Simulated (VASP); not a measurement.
Level of theory: PBE GGA, VASP's PBE PAW potentials (set 64) (plane waves; VASP).

The input files of a VASP run:

File KPOINTS:
```
Automatic mesh
0
Gamma
1 1 1
0 0 0
```

**INCAR**
```
# general
SYSTEM =Sn24O48
PREC   =Normal
ENCUT  =400
LREAL  =Auto
LASPH  =T
SYMPREC=1E-4

# electronic loop
EDIFF  =1E-5
NELM   =100
NELMIN =4
ALGO   =Fast
LMAXMIX=4

# smearing
ISMEAR =0
SIGMA  =0.05

# functional
GGA    =PE

# ions
IBRION =2
NSW    =20
ISIF   =2
EDIFFG =-0.03

# output
LWAVE  =T
LCHARG =F
```

POSCAR:
```
Sn24O48
1
    9.6469147714     0.0000000000     0.0000000000
    0.0000000000     9.6469147714     0.0000000000
    0.0000000000     0.0000000000     9.7206010370
Sn O
24 48
Direct
  0.2500000000   0.2500000000   0.1666670000
  0.0000000000   0.0000000000   0.0000000000
  0.2500000000   0.2500000000   0.5000000000
  0.0000000000   0.0000000000   0.3333330000
  0.2500000000   0.2500000000   0.8333330000
  0.0000000000   0.0000000000   0.6666670000
  0.2500000000   0.7500000000   0.1666670000
  0.0000000000   0.5000000000   0.0000000000
  0.2500000000   0.7500000000   0.5000000000
  0.0000000000   0.5000000000   0.3333330000
  0.2500000000   0.7500000000   0.8333330000
  0.0000000000   0.5000000000   0.6666670000
  0.7500000000   0.2500000000   0.1666670000
  0.5000000000   0.0000000000   0.0000000000
  0.7500000000   0.2500000000   0.5000000000
  0.5000000000   0.0000000000   0.3333330000
  0.7500000000   0.2500000000   0.8333330000
  0.5000000000   0.0000000000   0.6666670000
  0.7500000000   0.7500000000   0.1666670000
  0.5000000000   0.5000000000   0.0000000000
  0.7500000000   0.7500000000   0.5000000000
  0.5000000000   0.5000000000   0.3333330000
  0.7500000000   0.7500000000   0.8333330000
  0.5000000000   0.5000000000   0.6666670000
  0.0970150000   0.4029850000   0.1666670000
  0.4029850000   0.0970150000   0.1666670000
  0.3470150000   0.3470150000   0.0000000000
  0.1529850000   0.1529850000   0.0000000000
  0.0970150000   0.4029850000   0.5000000000
  0.4029850000   0.0970150000   0.5000000000
  0.3470150000   0.3470150000   0.3333330000
  0.1529850000   0.1529850000   0.3333330000
  0.0970150000   0.4029850000   0.8333330000
  0.4029850000   0.0970150000   0.8333330000
  0.3470150000   0.3470150000   0.6666670000
  0.1529850000   0.1529850000   0.6666670000
  0.0970150000   0.9029850000   0.1666670000
  0.4029850000   0.5970150000   0.1666670000
  0.3470150000   0.8470150000   0.0000000000
  0.1529850000   0.6529850000   0.0000000000
  0.0970150000   0.9029850000   0.5000000000
  0.4029850000   0.5970150000   0.5000000000
  0.3470150000   0.8470150000   0.3333330000
  0.1529850000   0.6529850000   0.3333330000
  0.0970150000   0.9029850000   0.8333330000
  0.4029850000   0.5970150000   0.8333330000
  0.3470150000   0.8470150000   0.6666670000
  0.1529850000   0.6529850000   0.6666670000
  0.5970150000   0.4029850000   0.1666670000
  0.9029850000   0.0970150000   0.1666670000
  0.8470150000   0.3470150000   0.0000000000
  0.6529850000   0.1529850000   0.0000000000
  0.5970150000   0.4029850000   0.5000000000
  0.9029850000   0.0970150000   0.5000000000
  0.8470150000   0.3470150000   0.3333330000
  0.6529850000   0.1529850000   0.3333330000
  0.5970150000   0.4029850000   0.8333330000
  0.9029850000   0.0970150000   0.8333330000
  0.8470150000   0.3470150000   0.6666670000
  0.6529850000   0.1529850000   0.6666670000
  0.5970150000   0.9029850000   0.1666670000
  0.9029850000   0.5970150000   0.1666670000
  0.8470150000   0.8470150000   0.0000000000
  0.6529850000   0.6529850000   0.0000000000
  0.5970150000   0.9029850000   0.5000000000
  0.9029850000   0.5970150000   0.5000000000
  0.8470150000   0.8470150000   0.3333330000
  0.6529850000   0.6529850000   0.3333330000
  0.5970150000   0.9029850000   0.8333330000
  0.9029850000   0.5970150000   0.8333330000
  0.8470150000   0.8470150000   0.6666670000
  0.6529850000   0.6529850000   0.6666670000
```

POTCAR, in this order: Sn O (PBE.64 set). Program: vasp_gam.

The run wrote:

OUTCAR:
```
 ion  position               nearest neighbor table
   1  0.250  0.250  0.167-  25 2.09  26 2.09  31 2.09  32 2.09  27 2.09  28 2.09   3 3.24   5 3.24
  LATTYP: Found a simple tetragonal cell.
 ALAT       =     9.6469147714
 C/A-ratio  =     1.0076383245
 Subroutine PRICEL returns following result:
  LATTYP: Found a simple tetragonal cell.
 ALAT       =     4.8234573857
 C/A-ratio  =     0.6717582113
 Subroutine GETGRP returns: Found 16 space group operations
The static configuration has the point symmetry D_2h.
 The point group associated with its full space group is D_4h.
The dynamic configuration has the point symmetry D_2h.
 Subroutine INISYM returns: Found 16 space group operations
 Subroutine IBZKPT returns following result:
 Found      1 irreducible k-points:

 Following reciprocal coordinates:
            Coordinates               Weight
  0.000000  0.000000  0.000000      1.000000
   k-points           NKPTS =      1   k-points in BZ     NKDIM =      1   number of bands    NBANDS=    230
   number of dos      NEDOS =    301   number of ions     NIONS =     72
   total plane-waves  NPLWV = 110592
   dimension x,y,z NGX =    48 NGY =   48 NGZ =   48
   dimension x,y,z NGXF=    96 NGYF=   96 NGZF=   96
   ions per type =              24  48
   PREC   = normal    normal or accurate (medium, high low for compatibility)
   ISTART =      0    job   : 0-new  1-cont  2-samecut
   ICHARG =      2    charge: 1-file 2-atom 10-const
   ISPIN  =      1    spin polarized calculation?
   LNONCOLLINEAR =      F non collinear calculations
   LSORBIT =      F    spin-orbit coupling
   INIWAV =      1    electr: 0-lowe 1-rand  2-diag
   ENCUT  =  400.0 eV  29.40 Ry    5.42 a.u.  15.73 15.73 15.85*2*pi/ulx,y,z
   NELM   =    100;   NELMIN=  4; NELMDL= -5     # of ELM steps
   EDIFF  = 0.1E-04   stopping-criterion for ELM
   LREAL  =      T    real-space projection
   NLSPLINE    = F    spline interpolate recip. space projectors
   LMAXMIX     =    4 max onsite mixed and CHGCAR
   VOSKOWN=      0    Vosko Wilk Nusair interpolation
...
```

**OSZICAR**
```
       N       E                     dE             d eps       ncg     rms          rms(c)
DAV:   1     0.376278624199E+04    0.37628E+04   -0.18696E+05   468   0.132E+03
DAV:   2    -0.101137398032E+03   -0.38639E+04   -0.37126E+04   648   0.351E+02
DAV:   3    -0.515369052655E+03   -0.41423E+03   -0.40800E+03   528   0.125E+02
DAV:   4    -0.527407729888E+03   -0.12039E+02   -0.11921E+02   560   0.214E+01
DAV:   5    -0.527787346804E+03   -0.37962E+00   -0.37914E+00   552   0.357E+00    0.550E+01
RMM:   6    -0.450276861352E+03    0.77510E+02   -0.32055E+02   460   0.319E+01    0.216E+01
RMM:   7    -0.451268414993E+03   -0.99155E+00   -0.35760E+01   461   0.879E+00    0.117E+01
RMM:   8    -0.450260096287E+03    0.10083E+01   -0.43608E+00   462   0.439E+00    0.248E+00
RMM:   9    -0.450336294114E+03   -0.76198E-01   -0.14845E+00   505   0.205E+00    0.101E+00
RMM:  10    -0.450369735551E+03   -0.33441E-01   -0.34828E-01   499   0.957E-01    0.737E-01
RMM:  11    -0.450358851050E+03    0.10885E-01   -0.73292E-02   460   0.530E-01    0.555E-02
RMM:  12    -0.450360099722E+03   -0.12487E-02   -0.12399E-02   500   0.193E-01    0.101E-01
RMM:  13    -0.450360083165E+03    0.16557E-04   -0.21092E-03   521   0.740E-02    0.398E-02
RMM:  14    -0.450360090024E+03   -0.68597E-05   -0.45317E-04   497   0.334E-02    0.103E-02
RMM:  15    -0.450360098102E+03   -0.80771E-05   -0.80781E-05   388   0.161E-02
   1 F= -.45036010E+03 E0= -.45036010E+03  d E =-.450360E+03
       N       E                     dE             d eps       ncg     rms          rms(c)
DAV:   1    -0.450359796970E+03    0.29305E-03   -0.42978E+00   544   0.517E+00    0.355E-01
RMM:   2    -0.450367809508E+03   -0.80125E-02   -0.88336E-02   460   0.648E-01    0.145E-01
RMM:   3    -0.450367998025E+03   -0.18852E-03   -0.84934E-03   489   0.199E-01    0.870E-02
RMM:   4    -0.450367868122E+03    0.12990E-03   -0.17185E-03   462   0.891E-02    0.145E-02
RMM:   5    -0.450367902233E+03   -0.34111E-04   -0.34879E-04   500   0.323E-02    0.962E-03
RMM:   6    -0.450367905625E+03   -0.33922E-05   -0.29697E-05   307   0.120E-02
   2 F= -.45036791E+03 E0= -.45036791E+03  d E =-.780752E-02
```

### OUTCAR
```
------------------------ aborting loop because EDIFF is reached ----------------------------------------
  FORCE on cell =-STRESS in cart. coord.  units (eV):
  Direction    XX          YY          ZZ          XY          YZ          ZX
  --------------------------------------------------------------------------------------
  Total      -30.8607564    -30.8607564    -28.5776786     -0.0000000      0.0000000      0.0000000
  in kB      -54.6571707    -54.6571707    -50.6136349     -0.0000000      0.0000000      0.0000000
  external PRESSURE =     -53.3093254 kB  Pullay stress =       0.0000000 kB
  volume of cell :      904.63
      direct lattice vectors                 reciprocal lattice vectors
     9.646914771  0.000000000  0.000000000     0.103660084  0.000000000  0.000000000
     0.000000000  9.646914771  0.000000000     0.000000000  0.103660084  0.000000000
     0.000000000  0.000000000  9.720601037     0.000000000  0.000000000  0.102874297
 POSITION                                       TOTAL-FORCE (eV/Angst)
 -----------------------------------------------------------------------------------
      2.41173      2.41173      1.62010        -0.000000      0.000000     -0.000000
      9.64691      0.00000      9.72060        -0.000000      0.000000      0.000000
      2.41173      2.41173      4.86030        -0.000000      0.000000     -0.000000
      9.64691      0.00000      3.24020        -0.000000      0.000000      0.000000
      2.41173      2.41173      8.10050        -0.000000      0.000000      0.000000
      9.64691      0.00000      6.48040        -0.000000      0.000000     -0.000000
      2.41173      7.23519      1.62010        -0.000000      0.000000     -0.000000
      9.64691      4.82346      9.72060        -0.000000      0.000000     -0.000000
      2.41173      7.23519      4.86030        -0.000000      0.000000      0.000000
      9.64691      4.82346      3.24020        -0.000000      0.000000      0.000000
      2.41173      7.23519      8.10050        -0.000000      0.000000      0.000000
      9.64691      4.82346      6.48040        -0.000000      0.000000      0.000000
      7.23519      2.41173      1.62010        -0.000000      0.000000     -0.000000
      4.82346      0.00000      9.72060        -0.000000      0.000000      0.000000
      7.23519      2.41173      4.86030        -0.000000      0.000000     -0.000000
      4.82346      0.00000      3.24020        -0.000000      0.000000     -0.000000
      7.23519      2.41173      8.10050        -0.000000      0.000000      0.000000
      4.82346      0.00000      6.48040        -0.000000      0.000000     -0.000000
      7.23519      7.23519      1.62010        -0.000000      0.000000     -0.000000
      4.82346      4.82346      9.72060        -0.000000      0.000000     -0.000000
      7.23519      7.23519      4.86030        -0.000000      0.000000      0.000000
      4.82346      4.82346      3.24020        -0.000000      0.000000     -0.000000
      7.23519      7.23519      8.10050        -0.000000      0.000000     -0.000000
      4.82346      4.82346      6.48040        -0.000000      0.000000      0.000000
      0.93306      3.89039      1.62010         0.002577     -0.002577      0.000000
      3.89039      0.93306      1.62010        -0.002577      0.002577     -0.000000
      3.34479      3.34479      0.00000         0.002577      0.002577      0.000000
      1.47867      1.47867      9.72060        -0.002577     -0.002577      0.000000
      0.93306      3.89039      4.86030         0.002577     -0.002577      0.000000
      3.89039      0.93306      4.86030        -0.002577      0.002577     -0.000000
      3.34479      3.34479      3.24020         0.002577      0.002577      0.000000
      1.47867      1.47867      3.24020        -0.002577     -0.002577      0.000000
      0.93306      3.89039      8.10050         0.002577     -0.002577     -0.000000
      3.89039      0.93306      8.10050        -0.002577      0.002577     -0.000000
      3.34479      3.34479      6.48040         0.002577      0.002577     -0.000000
      1.47867      1.47867      6.48040        -0.002577     -0.002577     -0.000000
      0.93306      8.71385      1.62010         0.002577     -0.002577     -0.000000
      3.89039      5.75652      1.62010        -0.002577      0.002577      0.000000
      3.34479      8.16825      9.72060         0.002577      0.002577      0.000000
      1.47867      6.30212      0.00000        -0.002577     -0.002577     -0.000000
      0.93306      8.71385      4.86030         0.002577     -0.002577     -0.000000
      3.89039      5.75652      4.86030        -0.002577      0.002577      0.000000
      3.34479      8.16825      3.24020         0.002577      0.002577     -0.000000
      1.47867      6.30212      3.24020        -0.002577     -0.002577     -0.000000
      0.93306      8.71385      8.10050         0.002577     -0.002577      0.000000
      3.89039      5.75652      8.10050        -0.002577      0.002577     -0.000000
      3.34479      8.16825      6.48040         0.002577      0.002577      0.000000
      1.47867      6.30212      6.48040        -0.002577     -0.002577      0.000000
      5.75652      3.89039      1.62010         0.002577     -0.002577      0.000000
      8.71385      0.93306      1.62010        -0.002577      0.002577      0.000000
      8.16825      3.34479      0.00000         0.002577      0.002577     -0.000000
      6.30212      1.47867      9.72060        -0.002577     -0.002577      0.000000
      5.75652      3.89039      4.86030         0.002577     -0.002577     -0.000000
      8.71385      0.93306      4.86030        -0.002577      0.002577     -0.000000
      8.16825      3.34479      3.24020         0.002577      0.002577      0.000000
      6.30212      1.47867      3.24020        -0.002577     -0.002577      0.000000
      5.75652      3.89039      8.10050         0.002577     -0.002577     -0.000000
      8.71385      0.93306      8.10050        -0.002577      0.002577      0.000000
      8.16825      3.34479      6.48040         0.002577      0.002577     -0.000000
      6.30212      1.47867      6.48040        -0.002577     -0.002577     -0.000000
      5.75652      8.71385      1.62010         0.002577     -0.002577     -0.000000
      8.71385      5.75652      1.62010        -0.002577      0.002577      0.000000
      8.16825      8.16825      9.72060         0.002577      0.002577      0.000000
      6.30212      6.30212      0.00000        -0.002577     -0.002577     -0.000000
      5.75652      8.71385      4.86030         0.002577     -0.002577     -0.000000
      8.71385      5.75652      4.86030        -0.002577      0.002577      0.000000
      8.16825      8.16825      3.24020         0.002577      0.002577     -0.000000
      6.30212      6.30212      3.24020        -0.002577     -0.002577     -0.000000
      5.75652      8.71385      8.10050         0.002577     -0.002577      0.000000
      8.71385      5.75652      8.10050        -0.002577      0.002577     -0.000000
      8.16825      8.16825      6.48040         0.002577      0.002577      0.000000
      6.30212      6.30212      6.48040        -0.002577     -0.002577      0.000000
 -----------------------------------------------------------------------------------
    total drift:                                0.000000     -0.000000      0.000000
  FREE ENERGIE OF THE ION-ELECTRON SYSTEM (eV)
  ---------------------------------------------------
  free  energy   TOTEN  =      -450.3679056253 eV

  energy  without entropy=     -450.3679056253  energy(sigma->0) =     -450.36790563

 reached required accuracy - stopping structural energy minimisation
```
(Selected blocks of OUTCAR.)

**CONTCAR**
```
Sn24O48
   1.00000000000000
     9.6469147714000005    0.0000000000000000    0.0000000000000000
     0.0000000000000000    9.6469147714000005    0.0000000000000000
     0.0000000000000000    0.0000000000000000    9.7206010369999998
  Sn              O
    24    48
Direct
     0.2500000000000000    0.2500000000000000    0.1666669999999968
     1.0000000000000000    0.0000000000000000    1.0000000000000000
     0.2500000000000000    0.2500000000000000    0.5000000000000000
     1.0000000000000000    0.0000000000000000    0.3333330000000032
     0.2500000000000000    0.2500000000000000    0.8333330000000032
     1.0000000000000000    0.0000000000000000    0.6666669999999968
     0.2500000000000000    0.7500000000000000    0.1666669999999968
     1.0000000000000000    0.5000000000000000    1.0000000000000000
     0.2500000000000000    0.7500000000000000    0.5000000000000000
     1.0000000000000000    0.5000000000000000    0.3333330000000032
     0.2500000000000000    0.7500000000000000    0.8333330000000032
     1.0000000000000000    0.5000000000000000    0.6666669999999968
     0.7500000000000000    0.2500000000000000    0.1666669999999968
     0.5000000000000000    0.0000000000000000    1.0000000000000000
     0.7500000000000000    0.2500000000000000    0.5000000000000000
     0.5000000000000000    0.0000000000000000    0.3333330000000032
     0.7500000000000000    0.2500000000000000    0.8333330000000032
     0.5000000000000000    0.0000000000000000    0.6666669999999968
     0.7500000000000000    0.7500000000000000    0.1666669999999968
     0.5000000000000000    0.5000000000000000    1.0000000000000000
     0.7500000000000000    0.7500000000000000    0.5000000000000000
     0.5000000000000000    0.5000000000000000    0.3333330000000032
     0.7500000000000000    0.7500000000000000    0.8333330000000032
     0.5000000000000000    0.5000000000000000    0.6666669999999968
     0.0967213907098057    0.4032786092901943    0.1666669999999968
     0.4032786092901943    0.0967213907098057    0.1666669999999968
     0.3467213907098057    0.3467213907098057    0.0000000000000000
     0.1532786092901943    0.1532786092901943    1.0000000000000000
     0.0967213907098057    0.4032786092901943    0.5000000000000000
     0.4032786092901943    0.0967213907098057    0.5000000000000000
     0.3467213907098057    0.3467213907098057    0.3333330000000032
     0.1532786092901943    0.1532786092901943    0.3333330000000032
     0.0967213907098057    0.4032786092901943    0.8333330000000032
     0.4032786092901943    0.0967213907098057    0.8333330000000032
     0.3467213907098057    0.3467213907098057    0.6666669999999968
     0.1532786092901943    0.1532786092901943    0.6666669999999968
     0.0967213907098057    0.9032786092901943    0.1666669999999968
     0.4032786092901943    0.5967213907098057    0.1666669999999968
     0.3467213907098057    0.8467213907098057    1.0000000000000000
     0.1532786092901943    0.6532786092901943    0.0000000000000000
     0.0967213907098057    0.9032786092901943    0.5000000000000000
     0.4032786092901943    0.5967213907098057    0.5000000000000000
     0.3467213907098057    0.8467213907098057    0.3333330000000032
     0.1532786092901943    0.6532786092901943    0.3333330000000032
     0.0967213907098057    0.9032786092901943    0.8333330000000032
     0.4032786092901943    0.5967213907098057    0.8333330000000032
     0.3467213907098057    0.8467213907098057    0.6666669999999968
     0.1532786092901943    0.6532786092901943    0.6666669999999968
     0.5967213907098057    0.4032786092901943    0.1666669999999968
     0.9032786092901943    0.0967213907098057    0.1666669999999968
     0.8467213907098057    0.3467213907098057    0.0000000000000000
     0.6532786092901943    0.1532786092901943    1.0000000000000000
     0.5967213907098057    0.4032786092901943    0.5000000000000000
     0.9032786092901943    0.0967213907098057    0.5000000000000000
     0.8467213907098057    0.3467213907098057    0.3333330000000032
     0.6532786092901943    0.1532786092901943    0.3333330000000032
     0.5967213907098057    0.4032786092901943    0.8333330000000032
     0.9032786092901943    0.0967213907098057    0.8333330000000032
     0.8467213907098057    0.3467213907098057    0.6666669999999968
     0.6532786092901943    0.1532786092901943    0.6666669999999968
     0.5967213907098057    0.9032786092901943    0.1666669999999968
     0.9032786092901943    0.5967213907098057    0.1666669999999968
     0.8467213907098057    0.8467213907098057    1.0000000000000000
     0.6532786092901943    0.6532786092901943    0.0000000000000000
     0.5967213907098057    0.9032786092901943    0.5000000000000000
     0.9032786092901943    0.5967213907098057    0.5000000000000000
     0.8467213907098057    0.8467213907098057    0.3333330000000032
     0.6532786092901943    0.6532786092901943    0.3333330000000032
     0.5967213907098057    0.9032786092901943    0.8333330000000032
     0.9032786092901943    0.5967213907098057    0.8333330000000032
     0.8467213907098057    0.8467213907098057    0.6666669999999968
     0.6532786092901943    0.6532786092901943    0.6666669999999968
```

### OUTCAR
```
 val. band max:        3.6918771843   @ k =   0.0000   0.0000   0.0000

 cond. band min:       4.3276731340   @ k =   0.0000   0.0000   0.0000


 Fermi energy:         3.9770306555

 k-point     1 :       0.0000    0.0000    0.0000
  band No.  band energies     occupation
      1     -15.1076      2.00000
      2     -14.3846      2.00000
      3     -14.3846      2.00000
      4     -14.3846      2.00000
      5     -14.3846      2.00000
      6     -14.3810      2.00000
      7     -14.3808      2.00000
      8     -13.9741      2.00000
      9     -13.9741      2.00000
     10     -13.8674      2.00000
     11     -13.8674      2.00000
     12     -13.8674      2.00000
     13     -13.8674      2.00000
     14     -13.8673      2.00000
     15     -13.8673      2.00000
     16     -13.8673      2.00000
     17     -13.8673      2.00000
     18     -13.6631      2.00000
     19     -13.6631      2.00000
     20     -13.6630      2.00000
     21     -13.6630      2.00000
     22     -13.3706      2.00000
     23     -13.3706      2.00000
     24     -13.2687      2.00000
     25     -13.2687      2.00000
     26     -13.0700      2.00000
     27     -13.0700      2.00000
     28     -12.8998      2.00000
     29     -12.8998      2.00000
     30     -12.8997      2.00000
     31     -12.8997      2.00000
     32     -12.8341      2.00000
     33     -12.8341      2.00000
     34     -12.8341      2.00000
     35     -12.8341      2.00000
     36     -12.8115      2.00000
     37     -12.8115      2.00000
     38     -12.8114      2.00000
     39     -12.8114      2.00000
     40     -12.6749      2.00000
     41     -12.6749      2.00000
     42     -12.6749      2.00000
     43     -12.6749      2.00000
     44     -12.6748      2.00000
     45     -12.6748      2.00000
     46     -12.6748      2.00000
     47     -12.6748      2.00000
     48     -12.6557      2.00000
     49      -4.3779      2.00000
     50      -4.1491      2.00000
     51      -4.1490      2.00000
...
```

At this cut-off the stress carries a Pulay error, which pulls relaxed volumes low. The supercell is sampled at Γ alone, which is coarse: total energies, pressure and levels can be off, energies of defects by several tenths of an eV. Unless said otherwise, spin-orbit coupling is left out, though it shifts the bands of the heavy elements here.

The cell is a supercell, built from a database entry that may be metastable or hypothetical.
